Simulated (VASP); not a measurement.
Runs of VASP 6.6.1 on BiTe. The structure is trigonal, space group R-3m (No. 166). Conventional cell: a = 4.845 Å, b = 4.845 Å, c = 9.952 Å, α = 90.00°, β = 90.00°, γ = 120.00°. Bi (site symmetry -3m) is surrounded by 6 Te at 3.25 Å. Te (site symmetry -3m) has 6 Bi at 3.25 Å as nearest neighbours. The cell comes from a database or a generator and needn't be the stable form of this composition.

```csv
task,level,potentials or basis,cell,k mesh,cutoff (eV),smearing,ladder,k mesh for the DOS,occupations for the DOS,mesh quality,gap on the mesh (eV),pressure (GPa),V0 of scaled cells (Å³/atom),B0 (GPa)
single point,PBE,"VASP PAW PBE potentials, release 64 (Bi_d_GW, Te_GW)",as given,4 × 4 × 4,450,gaussian 0.02 eV,-,-,-,coarse,none,-0.3,-,-
equation of state,PBEsol,"VASP PAW PBE potentials, release 64 (Bi_d, Te)",as given,7 × 7 × 7,520,fermi-dirac 0.05 eV,free,-,-,not flagged,-,-,(c),(b)
single point,PBEsol,"VASP PAW PBE potentials, release 64 (Bi, Te)",as given,7 × 7 × 7,500,gaussian 0.02 eV,-,-,-,not flagged,none,-2.3,-,-
electron localisation function,PBE,"VASP PAW PBE potentials, release 64 (Bi_d, Te)",as given,7 × 7 × 7,520,gaussian 0.02 eV,-,-,-,not flagged,none,0.1,-,-
single point,PBE,"VASP PAW PBE potentials, release 64 (Bi_d, Te)",as given,7 × 7 × 7,520,fermi-dirac 0.05 eV,-,-,-,not flagged,none,0.1,-,-
core levels,LDA,"VASP PAW LDA potentials, release 64 (Bi_d, Te)",as given,7 × 7 × 7,520,gaussian 0.02 eV,-,-,-,not flagged,none,(a),-,-
relaxation of cell and atoms,PBE+D3(BJ),"VASP PAW PBE potentials, release 64 (Bi_d, Te)",relaxed,6 × 6 × 6,600,fermi-dirac 0.05 eV,gaps,-,-,not flagged,none,0.0,-,-
single point,PBE,"VASP PAW PBE potentials, release 64 (Bi_d_GW, Te_GW)",as given,5 × 5 × 5,500,gaussian 0.02 eV,-,-,-,not flagged,none,-0.2,-,-
equation of state,PBE,"VASP PAW PBE potentials, release 64 (Bi_d, Te)",as given,7 × 7 × 7,520,fermi-dirac 0.05 eV,-,-,-,not flagged,-,-,33.83,48
```

Alike in all rows: no spin polarisation.

Problem. Estimate the missing entries.

Solution. (a) -3.3; (b) 55; (c) 32.19.

Caveats: some runs use coarse meshes; spin-orbit coupling is left out, which moves the levels of the heavy elements; the cell was scaled at fixed shape and fractional positions, which overstates the stiffness of a crystal with free parameters, most of all of layers and chains (some runs); the PAW data sets were made with another functional, which shifts forces and pressure a little (some runs); pairwise dispersion overbinds metals, which lowers pressure and volume (some runs).

A k mesh can miss the band edges, and the runs leave out spin-orbit coupling on Bi, Te.

A gap of «none» marks a metal or a gap under the smearing width.

Not every run made on this cell is shown here.
